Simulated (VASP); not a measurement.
```
CELL_PARAMETERS angstrom
      1.44500    -4.65650     0.00000
      1.44500     4.65650     0.00000
      0.00000     0.00000     7.25800
ATOMIC_POSITIONS crystal
  B  0.25600 0.74400 0.25000
  B  0.74400 0.25600 0.75000
  Re 0.57380 0.42620 0.25000
  Re 0.42620 0.57380 0.75000
  Re 0.86550 0.13450 0.06200
  Re 0.13450 0.86550 0.56200
  Re 0.13450 0.86550 0.93800
  Re 0.86550 0.13450 0.43800
```

Method: LDA (Ceperley-Alder, Perdew-Zunger), VASP's LDA PAW potentials (set 64) (plane waves; VASP). Settings: 400 eV cut-off, 5×5×2 Γ-centred mesh, Fermi-Dirac smearing of 0.10 eV, potentials B Re.

### Question
Give the energies of bands 15 to 28 at the high-symmetry points, in eV from the Fermi level.

### Answer

| band | Γ | Y | C0 | Z | A0 | T | S | R |
|---|---|---|---|---|---|---|---|---|
| 15 | -2.83 | -2.72 | -3.77 | -2.90 | -3.14 | -2.73 | -3.58 | -3.22 |
| 16 | -2.80 | -2.55 | -3.17 | -2.90 | -3.14 | -2.73 | -3.36 | -3.22 |
| 17 | -2.44 | -2.33 | -2.61 | -2.13 | -2.51 | -2.39 | -2.77 | -2.57 |
| 18 | -2.33 | -1.89 | -2.04 | -2.13 | -2.51 | -2.39 | -2.29 | -2.57 |
| 19 | -2.24 | -1.82 | -1.91 | -1.99 | -1.64 | -2.07 | -2.03 | -1.89 |
| 20 | -1.93 | -1.81 | -1.73 | -1.99 | -1.64 | -2.07 | -1.71 | -1.89 |
| 21 | -1.67 | -1.68 | -1.32 | -1.52 | -1.41 | -0.73 | -1.31 | -1.25 |
| 22 | -1.49 | -1.57 | -0.91 | -1.52 | -1.41 | -0.73 | -0.78 | -1.25 |
| 23 | -0.80 | -1.56 | -0.20 | -1.12 | 0.51 | -0.65 | -0.51 | 0.77 |
| 24 | -0.71 | -1.05 | 0.93 | -1.12 | 0.51 | -0.65 | 1.35 | 0.77 |
| 25 | 0.07 | -0.81 | 1.21 | 0.22 | 1.98 | 0.20 | 1.89 | 1.57 |
| 26 | 0.07 | -0.63 | 1.99 | 0.22 | 1.98 | 0.20 | 2.00 | 1.57 |
| 27 | 0.18 | 0.61 | 2.03 | 0.59 | 2.31 | 0.54 | 2.22 | 2.34 |
| 28 | 0.25 | 0.98 | 2.93 | 0.59 | 2.31 | 0.55 | 2.47 | 2.34 |

It has no gap at this level: it comes out as a metal or semimetal.

The structure comes from a measured Re3B entry of the Crystallography Open Database, whose conditions weren't checked. The cell was not relaxed at this level. The k-mesh is coarse (spacing up to 0.46 per Å, 2π included), so the numbers may not be converged in it.
